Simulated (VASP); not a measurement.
# Absorption of SnO2 (Cassiterite) from time-dependent hybrids

Which functionals bind an exciton in SnO2 (Cassiterite)? The cell is of the rutile type, one of the forms listed for this formula. The start is a cell from a database of measured crystal structures.

Calculated with VASP 6.6.1; LDA; plane waves and PAW (Sn_d, O), in the first sound run; inputs show where later runs differ.

Most raw output is cut from this account.

## 1. Set-up

Symmetry: P4_2/mnm, No. 136, tetragonal system. Conventional cell: a = 4.738 Å, b = 4.738 Å, c = 3.187 Å, α = 90.00°, β = 90.00°, γ = 90.00°. Nearest to Sn lie 6 O at 2.05 to 2.06 Å. Nearest to O lie 3 Sn at 2.05 to 2.06 Å. Farther neighbours and most contacts between anions are not listed.

## 2. Ground state at LDA

Many-body steps start from the orbitals of a self-consistent run, here LDA. EDIFF is tight for accurate orbitals, and a narrow smearing avoids fractional occupations.

Contents of INCAR:

```
SYSTEM = SnO2
PREC = Accurate
ENCUT = 420
EDIFF = 1E-08
NELM = 100
ISMEAR = 0
SIGMA = 0.01
LREAL = .FALSE.
ALGO = Normal
GGA = CA
NBANDS = 32
LORBIT = 11
LWAVE = .TRUE.
LCHARG = .FALSE.
KPAR = 8
```

Contents of POSCAR:

```
SnO2
1.0
    4.7380000000      0.0000000000      0.0000000000
    0.0000000000      4.7380000000      0.0000000000
    0.0000000000      0.0000000000      3.1865000000
Sn O
2 4
Direct
    0.5000000000      0.5000000000      0.5000000000
    0.0000000000      0.0000000000      0.0000000000
    0.8071000000      0.1929000000      0.5000000000
    0.6929000000      0.6929000000      0.0000000000
    0.1929000000      0.8071000000      0.5000000000
    0.3071000000      0.3071000000      0.0000000000
```

Contents of KPOINTS:

```
Automatic mesh
0
Gamma
4 4 6
0 0 0
```

The projector-augmented-wave data sets are Sn_d and O (PBE family, release 64).

Started as:

```console
mpirun -np 8 vasp_std
```

Wall time 4.2 s (8 MPI ranks of Intel Xeon 6975P-C (Granite Rapids), shared host); peak memory 1.3 GiB; 28 s of CPU time.

The gap is read on the k-mesh alone, so it is an upper bound where the band edges lie off the mesh. The PAW data sets were made with PBE, though LDA sets exist; this is a small mismatch.

A gap read on the k-mesh alone can miss the band edges.

This step gave:

| Quantity | Value |
| --- | --- |
| free energy (TOTEN) | -42.45 eV |
| Fermi energy | 5.876 eV |
| pressure | -3.210 GPa |
| gap on the k-mesh | 1.178 eV |
| least direct gap on the k-mesh | 1.178 eV |

## 3. Empty bands, functional LDA

ALGO = Exact diagonalises the converged Hamiltonian in one step, and LOPTICS writes the k-derivatives of the orbitals (WAVEDER), which give the transition dipoles.

Contents of INCAR:

```
SYSTEM = SnO2
PREC = Accurate
ENCUT = 420
ISMEAR = 0
SIGMA = 0.01
LREAL = .FALSE.
GGA = CA
NBANDS = 48
ALGO = Exact
NELM = 1
LWAVE = .TRUE.
LCHARG = .FALSE.
LOPTICS = .TRUE.
NEDOS = 1000
CSHIFT = 0.1
```

POSCAR is that of step 2.

KPOINTS is that of step 2.

Started as:

```console
mpirun -np 8 vasp_std
```

Elapsed: 16 s, on 8 MPI ranks; peak memory 1.9 GiB.

WAVECAR now holds 48 bands for 52 electrons. Its independent-particle dielectric tensor has xx, yy, zz = 4.5, 4.5, 4.7 on this mesh, which isn't tested for convergence in mesh or bands and lacks local fields.

## 4. Casida equation on LDA

This step: time-dependent LDA, Casida form; plane waves and PAW (Sn_d, O) (VASP 6.6.1).

The Casida equation, in the Tamm-Dancoff approximation (ANTIRES = 0), couples the pairs by a local exchange-correlation kernel; a semilocal kernel is short-ranged.

Contents of INCAR:

```
SYSTEM = SnO2
PREC = Accurate
ENCUT = 420
ISMEAR = 0
SIGMA = 0.01
LREAL = .FALSE.
GGA = CA
NBANDS = 48
ALGO = TDHF
NBANDSO = 5
NBANDSV = 4
OMEGAMAX = 25
NEDOS = 1000
CSHIFT = 0.1
PRECFOCK = Fast
LWAVE = .FALSE.
LCHARG = .FALSE.
ANTIRES = 0
LFXC = .TRUE.
LADDER = .FALSE.
```

POSCAR is that of step 3.

KPOINTS is that of step 3.

Started as:

```console
mpirun -np 8 vasp_std
```

The job ended after 4.8 s (8 MPI ranks; peak memory 1.5 GiB).

This step gave:

| Property | Result |
| --- | --- |
| lowest excitation | 1.182 eV |

The imaginary dielectric function has structure finer than the step of the table below, so its rows give means over 0.5 eV, whole bins alone (the curve runs from 0 to 25 eV). Peaks (eV: height): xx 2.00: 3.55, 5.93: 2.80, 6.56: 2.69, 7.06: 3.38, 8.58: 2.31, 9.21: 3.17, 9.51: 3.22; zz 3.68: 1.51, 4.50: 2.51, 5.26: 2.88, 7.06: 3.41, 8.13: 5.72, 8.33: 5.30, 9.26: 5.18.

From 5 filled and 4 empty bands alone, without any pair above OMEGAMAX = 25 eV, so strength is missing wherever others contribute; lines are broadened by CSHIFT, which also makes the tail under the first line. Table of imaginary dielectric function by photon energy; means over each step:

```
photon energy (eV)       xx       zz
               0.5   0.0156  0.00370
               1.0   0.0455  0.00782
               1.5    0.207   0.0130
               2.0     1.73   0.0204
               2.5    0.248   0.0336
               3.0    0.694   0.0703
               3.5     1.24    0.603
               4.0     1.11    0.518
               4.5     1.47     1.40
               5.0    0.919     1.16
               5.5     1.29     1.70
               6.0     2.47     1.38
               6.5     2.41     1.83
               7.0     2.78     2.70
               7.5     1.49     3.42
               8.0     1.20     4.93
               8.5     1.54     3.87
               9.0     2.16     3.07
               9.5     2.66     4.17
              10.0     1.36     1.44
              10.5    0.821    0.397
              11.0    0.445    0.394
              11.5    0.122    0.183
              12.0   0.0610   0.0612
              12.5   0.0324   0.0346
              13.0   0.0194   0.0250
              13.5   0.0146   0.0193
              14.0   0.0116   0.0155
              14.5  0.00942   0.0127
              15.0  0.00786   0.0107
              15.5  0.00667  0.00905
              16.0  0.00574  0.00777
              16.5  0.00495  0.00674
              17.0  0.00434  0.00592
              17.5  0.00383  0.00522
              18.0  0.00340  0.00464
              18.5  0.00304  0.00413
              19.0  0.00272  0.00371
              19.5  0.00246  0.00335
              20.0  0.00223  0.00303
              20.5  0.00203  0.00275
              21.0  0.00185  0.00252
              21.5  0.00169  0.00230
              22.0  0.00155  0.00212
              22.5  0.00144  0.00195
              23.0  0.00133  0.00180
              23.5  0.00123  0.00166
              24.0  0.00114  0.00155
              24.5  0.00106  0.00144
```

The lowest excitation lies at 1.182 eV, +4 meV against the direct gap of these orbitals. It is dark; the first state with over 2 % of the strongest strength among the lowest 40 lies at 1.988 eV. No second mesh in this session tests these energies, peaks and heights.

## 5. Random-phase approximation on LDA

This step: RPA spectrum on LDA; plane waves and PAW (Sn_d, O) (VASP 6.6.1).

With the exchange-correlation kernel off, only the local fields remain: the random-phase approximation.

INCAR, as its differences from that of step 4:

```diff
@@ -18,3 +18,3 @@
 ANTIRES = 0
-LFXC = .TRUE.
+LFXC = .FALSE.
 LADDER = .FALSE.
```

POSCAR is that of step 4.

KPOINTS is that of step 4.

Started as:

```console
mpirun -np 8 vasp_std
```

The job ended after 4 s (8 MPI ranks; peak memory 1.5 GiB).

This step gave:

```yaml
lowest_excitation: 1.184 eV
```

The imaginary dielectric function has structure finer than the step of the table below, so its rows give means over 1 eV, whole bins alone (the curve runs from 0 to 25 eV). Peaks (eV: height): xx 2.0: 3.50, 5.9: 2.67, 6.6: 2.68, 7.1: 3.39, 8.6: 2.27, 9.3: 3.15, 9.6: 3.30; yy 2.0: 3.50, 5.9: 2.67, 6.6: 2.68, 7.1: 3.39, 8.6: 2.27, 9.3: 3.15, 9.6: 3.29; zz 3.7: 1.46, 4.5: 2.48, 5.3: 2.79, 7.1: 3.25, 8.1: 5.61, 8.4: 5.46, 9.3: 5.26.

From 5 filled and 4 empty bands alone, without any pair above OMEGAMAX = 25 eV, so strength is missing wherever others contribute; lines are broadened by CSHIFT, which also makes the tail under the first line. Table of imaginary dielectric function by photon energy; means over each step:

```
photon energy (eV)       xx       yy       zz
                 1   0.0541   0.0541  0.00775
                 2    0.998    0.998   0.0206
                 3    0.785    0.785   0.0931
                 4     1.11     1.11    0.882
                 5    0.992    0.992     1.28
                 6     2.15     2.15     1.46
                 7     2.47     2.47     2.42
                 8     1.20     1.19     4.49
                 9     2.23     2.23     3.60
                10     1.74     1.75     1.99
                11    0.481    0.482    0.339
                12   0.0705   0.0736   0.0957
                13   0.0210   0.0217   0.0265
                14   0.0121   0.0122   0.0161
                15  0.00816  0.00821   0.0110
                16  0.00589  0.00594  0.00799
                17  0.00447  0.00449  0.00607
                18  0.00349  0.00351  0.00473
                19  0.00280  0.00280  0.00378
                20  0.00228  0.00229  0.00309
                21  0.00190  0.00190  0.00257
                22  0.00159  0.00159  0.00216
                23  0.00136  0.00136  0.00182
                24  0.00116  0.00116  0.00157
```

The lowest excitation lies at 1.184 eV, +6 meV against the direct gap of these orbitals. It is dark; the first state with over 2 % of the strongest strength among the lowest 40 lies at 1.990 eV. No second mesh in this session tests these energies, peaks and heights.

## 6. Orbitals for ground state at HSE06

This step: LDA; plane waves and PAW (Sn_d, O) (VASP 6.6.1).

A hybrid converges faster from good orbitals, so a cheap LDA run writes WAVECAR first.

Contents of INCAR:

```
SYSTEM = SnO2
PREC = Accurate
ENCUT = 420
EDIFF = 1E-05
NELM = 100
ISMEAR = 0
SIGMA = 0.01
LREAL = .FALSE.
ALGO = Normal
GGA = CA
NBANDS = 32
LORBIT = 11
LWAVE = .TRUE.
LCHARG = .FALSE.
KPAR = 8
```

POSCAR is that of step 5.

KPOINTS is that of step 5.

Started as:

```console
mpirun -np 8 vasp_std
```

It took 2.6 s on 8 MPI ranks; peak memory 1.2 GiB.

Numbers from this step:

| Property | Result |
| --- | --- |
| pressure | -3.250 GPa |
| gap on the k-mesh | 1.177 eV |
| least direct gap on the k-mesh | 1.177 eV |

The run ends at a pressure of -3.25 GPa, with forces up to 0.19 eV/Å.

## 7. Ground state at HSE06

This step: HSE06; plane waves and PAW (Sn_d, O) (VASP 6.6.1).

The orbitals come from a self-consistent HSE06 run. A small SIGMA keeps every occupation at zero or full.

Contents of INCAR:

```
SYSTEM = SnO2
PREC = Accurate
ENCUT = 420
EDIFF = 1E-08
NELM = 100
ISMEAR = 0
SIGMA = 0.01
LREAL = .FALSE.
ALGO = Normal
LHFCALC = .TRUE.
AEXX = 0.25
GGA = PE
HFSCREEN = 0.2
LASPH = .TRUE.
NBANDS = 32
PRECFOCK = Fast
LORBIT = 11
LWAVE = .TRUE.
LCHARG = .FALSE.
KPAR = 8
```

POSCAR is that of step 6.

KPOINTS is that of step 6.

The WAVECAR or CHGCAR of an earlier step is read.

Started as:

```console
mpirun -np 8 vasp_std
```

Wall time 10 min (8 MPI ranks); peak memory 2.2 GiB; 84 min of CPU time.

The PAW data sets were made with PBE, which is usual practice but a small mismatch for other functionals.

Numbers from this step:

| Quantity | Value |
| --- | --- |
| free energy (TOTEN) | -47.54 eV |
| Fermi energy | 4.838 eV |
| gap on the k-mesh | 3.055 eV |
| least direct gap on the k-mesh | 3.055 eV |

## 8. Empty bands, functional HSE06

Contents of INCAR:

```
SYSTEM = SnO2
PREC = Accurate
ENCUT = 420
ISMEAR = 0
SIGMA = 0.01
LREAL = .FALSE.
LHFCALC = .TRUE.
AEXX = 0.25
GGA = PE
HFSCREEN = 0.2
LASPH = .TRUE.
NBANDS = 48
PRECFOCK = Fast
ALGO = Exact
NELM = 1
LWAVE = .TRUE.
LCHARG = .FALSE.
LOPTICS = .TRUE.
NEDOS = 1000
CSHIFT = 0.1
```

POSCAR is that of step 7.

KPOINTS is that of step 7.

The run starts from files that an earlier step left in the folder.

Started as:

```console
mpirun -np 8 vasp_std
```

The job ended after 33 min (8 MPI ranks; peak memory 3.6 GiB).

## 9. Casida equation on HSE06

This step: time-dependent HSE06, Casida form; plane waves and PAW (Sn_d, O) (VASP 6.6.1).

The Casida equation, in the Tamm-Dancoff approximation (ANTIRES = 0), couples the pairs by a local exchange-correlation kernel and by exact exchange, which attracts electron and hole.

Contents of INCAR:

```
SYSTEM = SnO2
PREC = Accurate
ENCUT = 420
ISMEAR = 0
SIGMA = 0.01
LREAL = .FALSE.
LHFCALC = .TRUE.
AEXX = 0.25
GGA = PE
HFSCREEN = 0.2
LASPH = .TRUE.
NBANDS = 48
PRECFOCK = Fast
ALGO = TDHF
NBANDSO = 5
NBANDSV = 4
OMEGAMAX = 25
NEDOS = 1000
CSHIFT = 0.1
LWAVE = .FALSE.
LCHARG = .FALSE.
ANTIRES = 0
LFXC = .TRUE.
LADDER = .TRUE.
```

POSCAR is that of step 8.

KPOINTS is that of step 8.

The WAVECAR or CHGCAR of an earlier step is read.

Started as:

```console
mpirun -np 8 vasp_std
```

The job ended after 9 s (8 MPI ranks; peak memory 2.2 GiB).

Numbers from this step:

```
lowest excitation                     : 3.013 eV
direct gap less the lowest excitation : 0.04180 eV
```

The imaginary dielectric function has structure finer than the step of the table below, so its rows give means over 1 eV, whole bins alone (the curve runs from 0 to 25 eV). Peaks (eV: height): xx 4.9: 2.48, 5.9: 2.80, 7.7: 3.52, 8.3: 2.34, 9.0: 2.51, 10.6: 2.05, 11.2: 2.65; zz 6.2: 2.10, 7.1: 2.31, 8.6: 3.44, 9.2: 5.03, 9.5: 5.17, 9.7: 5.42, 11.3: 3.29.

From 5 filled and 4 empty bands alone, without any pair above OMEGAMAX = 25 eV, so strength is missing wherever others contribute; lines are broadened by CSHIFT, which also makes the tail under the first line. Imaginary dielectric function against photon energy; means over each step:

```
photon energy (eV)       xx       zz
                 1  0.00570  0.00322
                 2   0.0158  0.00728
                 3   0.0860   0.0140
                 4    0.583   0.0316
                 5     1.03    0.436
                 6     1.35    0.815
                 7     1.06     1.40
                 8     2.26     1.41
                 9     1.79     3.60
                10     1.10     3.46
                11     1.79     2.02
                12    0.918    0.772
                13    0.246    0.191
                14   0.0523   0.0774
                15   0.0167   0.0184
                16  0.00919   0.0115
                17  0.00633  0.00809
                18  0.00467  0.00601
                19  0.00359  0.00465
                20  0.00285  0.00368
                21  0.00231  0.00299
                22  0.00192  0.00247
                23  0.00160  0.00206
                24  0.00136  0.00175
```

Some of the lowest 40 states alone, with states under 2.5 meV apart joined, scaled to the strongest line shown. Exciton lines, with heights relative to the strongest:

```
position (eV)  lines merged  oscillator strength
        3.013             1                  0.0
        3.730             2                   84
        4.042             2                  0.0
        4.516             1                  0.0
        4.576             2                  0.2
        4.594             1                  0.0
        4.765             2                  0.0
        4.948             2                  100
        4.965             1                  0.0
        4.970             1                  0.0
        5.205             4                   45
        5.237             2                  0.0
        5.251             1                   31
        5.275             1                  0.0
        5.296             1                  0.0
        5.299             1                  0.0
        5.302             2                  0.0
        5.561             1                  0.0
        5.615             2                  6.7
        5.633             1                  0.0
        5.653             1                  0.0
        5.676             1                  0.0
        5.697             4                  0.6
        5.711             1                  0.0
        5.714             1                  2.2
```

The lowest excitation lies at 3.013 eV, -42 meV against the direct gap of these orbitals. It is dark; the first state with over 2 % of the strongest strength among the lowest 40 lies at 3.730 eV. No second mesh in this session tests these energies, peaks and heights, and most of the distance from the gap can be the mesh's own exchange term.

[end of part 1 of 2]

[Lines on the potential files, build, host, timing and source positions are cut from VASP's logs without a mark.]

[Logs are printed without paths, hosts, clocks, repeated set-up lines and the standing remarks that a program may print on its own settings, such as how far it seeks lower states.]

[Hosts, paths, dates, database ids (printed as entryN), source tags and the programs' standing remarks are cut or masked in the printed files.]

[Pressures printed for these runs are not shown converged in the cutoff: they can be off by several GPa and have the wrong sign.]
